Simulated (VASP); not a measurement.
Calculation: PBE GGA with D4 dispersion, VASP's PBE PAW potentials (set 64) (plane waves; VASP 6.6.1).

A VASP calculation is set up with these files.

### INCAR
```
LASPH = .True.
PREC = Accurate
ISMEAR = 1   # Methfessel-Paxton
GGA = PE
IVDW = 13
IBRION = 2   # conjugate gradients
LCHARG = .False.
EDIFFG = -0.01   # ionic stop
EDIFF = 1E-7
LWAVE = .False.
NSW = 30
LMAXMIX = 4   # l cut-off of mixed one-centre charges
ISIF = 4
ENCUT = 520   # plane-wave cut-off (eV)
SYSTEM = Bi
SIGMA = 0.1
NELM = 100
LREAL = .False.
ALGO = Normal   # blocked Davidson
```

POSCAR:
```
Bi
1
    4.1290619052    -2.2883603021    -0.0203408291
    4.1290619052     2.2883603021    -0.0203408291
    2.8793626998     0.0000000000     3.7410465517
Bi
2
Direct
  0.2372436458   0.2372436458   0.2372436458
  0.7627563542   0.7627563542   0.7627563542
```

File KPOINTS:
```
Automatic mesh
0
Gamma
10 10 10
0 0 0
```

POTCAR, in this order: Bi_d (PBE.64 set). Program: vasp_std.

Output of the run:

### OSZICAR
```
       N       E                     dE             d eps       ncg     rms          rms(c)
DAV:   1     0.293741343873E+03    0.29374E+03   -0.16712E+04  4419   0.189E+03
DAV:   2     0.161246698675E+02   -0.27762E+03   -0.27342E+03  4435   0.457E+02
DAV:   3    -0.692945194192E+01   -0.23054E+02   -0.22628E+02  5140   0.154E+02
DAV:   4    -0.772468197201E+01   -0.79523E+00   -0.79353E+00  4856   0.312E+01
DAV:   5    -0.776565034368E+01   -0.40968E-01   -0.40967E-01  5999   0.642E+00    0.977E-01
DAV:   6    -0.776437928869E+01    0.12711E-02   -0.18652E-02  5312   0.157E+00    0.594E-01
DAV:   7    -0.776517882164E+01   -0.79953E-03   -0.13137E-02  5046   0.146E+00    0.112E-01
DAV:   8    -0.776534243335E+01   -0.16361E-03   -0.18236E-03  4822   0.554E-01    0.182E-02
DAV:   9    -0.776535225291E+01   -0.98196E-05   -0.80883E-05  6009   0.101E-01    0.110E-02
DAV:  10    -0.776535093885E+01    0.13141E-05   -0.81971E-06  4791   0.211E-02    0.173E-03
DAV:  11    -0.776535148281E+01   -0.54396E-06   -0.61099E-07  4061   0.759E-03    0.102E-03
DAV:  12    -0.776535137419E+01    0.10862E-06   -0.22006E-07  3592   0.469E-03    0.338E-04
DAV:  13    -0.776535139999E+01   -0.25804E-07   -0.38164E-08  2342   0.250E-03
   1 F= -.87434816E+01 E0= -.87435348E+01  d E =-.874348E+01
       N       E                     dE             d eps       ncg     rms          rms(c)
DAV:   1    -0.776530457880E+01    0.46795E-04   -0.42051E-01  4843   0.439E+00    0.885E-02
DAV:   2    -0.776645787227E+01   -0.11533E-02   -0.13109E-02  6492   0.138E+00    0.480E-02
DAV:   3    -0.776639893230E+01    0.58940E-04   -0.17444E-04  6553   0.161E-01    0.189E-02
DAV:   4    -0.776639116087E+01    0.77714E-05   -0.42924E-05  6229   0.798E-02    0.329E-03
DAV:   5    -0.776639121895E+01   -0.58080E-07   -0.82559E-06  4848   0.373E-02    0.107E-03
DAV:   6    -0.776639123926E+01   -0.20303E-07   -0.27405E-07  3445   0.586E-03
   2 F= -.87445393E+01 E0= -.87445994E+01  d E =-.105772E-02
       N       E                     dE             d eps       ncg     rms          rms(c)
DAV:   1    -0.776097221401E+01    0.54190E-02   -0.23349E+00  4837   0.104E+01    0.210E-01
DAV:   2    -0.776770221415E+01   -0.67300E-02   -0.76095E-02  6480   0.329E+00    0.113E-01
DAV:   3    -0.776737197597E+01    0.33024E-03   -0.92255E-04  6388   0.373E-01    0.475E-02
DAV:   4    -0.776731666032E+01    0.55316E-04   -0.24705E-04  6208   0.203E-01    0.778E-03
DAV:   5    -0.776731847122E+01   -0.18109E-05   -0.55015E-05  4759   0.985E-02    0.243E-03
DAV:   6    -0.776731870420E+01   -0.23298E-06   -0.21822E-06  6089   0.146E-02    0.146E-03
DAV:   7    -0.776731880639E+01   -0.10219E-06   -0.30182E-07  3477   0.640E-03    0.558E-04
DAV:   8    -0.776731876864E+01    0.37750E-07   -0.37056E-08  2249   0.231E-03
   3 F= -.87455086E+01 E0= -.87455823E+01  d E =-.202702E-02
       N       E                     dE             d eps       ncg     rms          rms(c)
DAV:   1    -0.776730864191E+01    0.10164E-04   -0.70974E-03  4834   0.569E-01    0.113E-02
DAV:   2    -0.776732706856E+01   -0.18427E-04   -0.21194E-04  6487   0.174E-01    0.625E-03
DAV:   3    -0.776732582591E+01    0.12427E-05   -0.31477E-06  6552   0.212E-02    0.230E-03
DAV:   4    -0.776732564512E+01    0.18079E-06   -0.68848E-07  5191   0.959E-03    0.421E-04
DAV:   5    -0.776732569273E+01   -0.47605E-07   -0.12212E-07  2273   0.474E-03
   4 F= -.87455130E+01 E0= -.87455861E+01  d E =-.203139E-02
       N       E                     dE             d eps       ncg     rms          rms(c)
DAV:   1    -0.776868391807E+01   -0.13583E-02   -0.60789E-02  4721   0.204E+00    0.181E-01
DAV:   2    -0.776798639565E+01    0.69752E-03   -0.25836E-03  6346   0.875E-01    0.117E-01
DAV:   3    -0.776747183074E+01    0.51456E-03   -0.80273E-04  5732   0.666E-01    0.119E-02
DAV:   4    -0.776749281400E+01   -0.20983E-04   -0.28140E-04  4660   0.223E-01    0.588E-03
DAV:   5    -0.776749307488E+01   -0.26087E-06   -0.10541E-05  5654   0.343E-02    0.209E-03
DAV:   6    -0.776749307393E+01    0.94906E-09   -0.63704E-07  4241   0.146E-02
   5 F= -.87456554E+01 E0= -.87457269E+01  d E =-.142422E-03
       N       E                     dE             d eps       ncg     rms          rms(c)
DAV:   1    -0.776913665310E+01   -0.16436E-02   -0.79730E-02  4721   0.233E+00    0.208E-01
DAV:   2    -0.776822101939E+01    0.91563E-03   -0.33892E-03  6308   0.997E-01    0.134E-01
DAV:   3    -0.776754598666E+01    0.67503E-03   -0.10530E-03  5740   0.760E-01    0.136E-02
DAV:   4    -0.776757328408E+01   -0.27297E-04   -0.36600E-04  4663   0.255E-01    0.673E-03
DAV:   5    -0.776757365637E+01   -0.37228E-06   -0.13886E-05  5631   0.393E-02    0.237E-03
DAV:   6    -0.776757365000E+01    0.63646E-08   -0.86195E-07  4574   0.167E-02
   6 F= -.87457191E+01 E0= -.87457868E+01  d E =-.206110E-03
```

**OUTCAR**
```
------------------------ aborting loop because EDIFF is reached ----------------------------------------
  Edisp (eV):   -0.97815
  FORCE on cell =-STRESS in cart. coord.  units (eV):
  Direction    XX          YY          ZZ          XY          YZ          ZX
  --------------------------------------------------------------------------------------
  Total      -0.46660    -0.46609    -0.46615     0.00000     0.00000    -0.00017
  in kB     -10.53445   -10.52301   -10.52428     0.00000     0.00000    -0.00380
  external pressure =      -10.53 kB  Pullay stress =        0.00 kB
  volume of cell :       70.96
      direct lattice vectors                 reciprocal lattice vectors
     4.155760199 -2.279695321 -0.006198803     0.120175453 -0.219327555 -0.093507336
     4.155760199  2.279695321 -0.006198803     0.120175453  0.219327555 -0.093507336
     2.910793084  0.000000000  3.740945820     0.000398265  0.000000000  0.267002192
 POSITION                                       TOTAL-FORCE (eV/Angst)
 -----------------------------------------------------------------------------------
      2.64516      0.00000      0.87884         0.000341      0.000000      0.000113
      8.57715      0.00000      2.84971        -0.000341     -0.000000     -0.000113
 -----------------------------------------------------------------------------------
    total drift:                                0.000000      0.000000      0.000000
  FREE ENERGIE OF THE ION-ELECTRON SYSTEM (eV)
  ---------------------------------------------------
  free  energy   TOTEN  =        -8.7457190854 eV

  energy  without entropy=       -8.7459222513  energy(sigma->0) =       -8.74578681

 reached required accuracy - stopping structural energy minimisation
```
(Selected blocks of OUTCAR.)

File CONTCAR:
```
Bi
   1.00000000000000
     4.1557601994631650   -2.2796953212636253   -0.0061988034510453
     4.1557601994631650    2.2796953212636253   -0.0061988034510453
     2.9107930835269897    0.0000000000000000    3.7409458202207073
  Bi
     2
Direct
     0.2357056034384819    0.2357056034384819    0.2357056034430410
     0.7642943965615181    0.7642943965615181    0.7642943965569590
```

The compound is Bi in the a7 structure. This cell is one point of a volume scan, at 1.03 of the reference volume. Symmetry was kept, so distortions that lower it aren't found.
